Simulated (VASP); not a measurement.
Here is the system:

```xyz
2
Lattice="1.2244 -2.1207 0.0000 1.2244 2.1207 0.0000 0.0000 0.0000 3.9881" Properties=species:S:1:pos:R:3 pbc="T T T"
Co     1.2244     0.7069     0.9970
Co     1.2244    -0.7069     2.9911
```
Starting moments (μB, in the order of the record's atoms Co Co): 1.7 1.7.

Calculation: MS2 meta-GGA, VASP's PBE PAW potentials (set 64) (plane waves; VASP 6.6.1). Settings: 520 eV cut-off, 19×19×10 Γ-centred mesh, tetrahedra with Blöchl corrections, potentials Co.

**Question.** Tabulate the total density of states (states/eV per cell) against energy (eV; zero at the valence-band maximum or, without a gap, the Fermi level).

**Answer.** 
```
E (eV) | DOS (states/eV)
   -10.00 |  0.00
    -9.67 |  0.00
    -9.35 |  0.05
    -8.92 |  0.10
    -8.60 | # 0.13
    -8.27 | # 0.15
    -7.95 | # 0.18
    -7.62 | # 0.20
    -7.19 | # 0.24
    -6.87 | # 0.28
    -6.55 | ## 0.33
    -6.22 | ## 0.40
    -5.90 | ### 0.56
    -5.47 | ###### 1.29
    -5.15 | ######### 1.76
    -4.82 | ########### 2.25
    -4.50 | ########## 2.12
    -4.18 | ############ 2.47
    -3.74 | ############# 2.59
    -3.42 | ################ 3.22
    -3.10 | ################## 3.70
    -2.77 | #################### 4.11
    -2.34 | #################### 4.08
    -2.02 | ############ 2.41
    -1.70 | ############# 2.56
    -1.37 | ######################## 4.79
    -1.05 | ############################## 6.10
    -0.62 | ############## 2.85
    -0.29 | ######## 1.68
     0.03 | ######## 1.61
     0.35 | ######## 1.60
     0.68 | ######## 1.72
     1.11 | ############## 2.87
     1.43 | #################### 4.15
     1.75 | #### 0.73
     2.08 | ### 0.65
     2.40 | ### 0.61
     2.83 | ### 0.55
     3.15 | ### 0.51
     3.48 | ## 0.50
```
Within 2 eV below the Fermi level the largest weight inside VASP's projection spheres is Co d.

The compound is Co in the hcp structure. It was relaxed first, which changed the volume by -7 %.
